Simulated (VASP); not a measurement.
Consider the following.

```yaml
crystal:
  lattice:
    - [0.00000, 2.79308, 2.79308]
    - [2.79308, 0.00000, 2.79308]
    - [2.79308, 2.79308, 0.00000]
  atoms:
    - { symbol: Ag, position: [0.00000, 0.00000, 0.00000] }
    - { symbol: Br, position: [0.50000, 0.50000, 0.50000] }
```

Computed with LDA (Ceperley-Alder, Perdew-Zunger), VASP's LDA PAW potentials (set 64) (plane waves; VASP). Numerical set-up: 520 eV cut-off, 9×9×9 Γ-centred mesh, tetrahedra with Blöchl corrections, potentials Ag Br.

Task: Predict the energy per atom (σ→0).

Result: 
| Quantity | Value |
|---|---|
| energy per atom (σ→0) | -3.206 eV/atom |

Total energies compare only between runs with the same potentials, cut-off and functional.

The compound is AgBr in the rock salt structure. It was relaxed first, which changed the volume by -9 %.
